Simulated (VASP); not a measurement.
```xyz
6
Lattice="4.2590 0.0000 0.0000 0.0000 4.2590 0.0000 0.0000 0.0000 4.2590" Properties=species:S:1:pos:R:3 pbc="T T T"
Cu     3.1943     1.0648     3.1943
Cu     1.0648     3.1943     3.1943
Cu     3.1943     3.1943     1.0648
Cu     1.0648     1.0648     1.0648
O      0.0000     0.0000     0.0000
O      2.1295     2.1295     2.1295
```

These are r2SCAN meta-GGA, VASP's PBE PAW potentials (set 64) (plane waves; VASP 6.6.1) values and carry that method's errors. Numerical set-up: 520 eV cut-off, 5×5×5 Γ-centred mesh, Gaussian smearing of 0.050 eV, potentials Cu O.

Problem. What does the run give for the energy per atom (σ→0), band gap (on the k-mesh) with the smallest direct gap where there is one?

Solution. 
```json
{
  "band gap (on the k-mesh)": "0.77 eV",
  "smallest direct gap (on the k-mesh)": "0.77 eV",
  "energy per atom (σ→0)": "-9701 meV/atom"
}
```

Total energies compare only between runs with the same potentials, cut-off and functional.

The compound is Cu2O in the cuprite structure. It was relaxed first. The start is the result of an earlier pass.
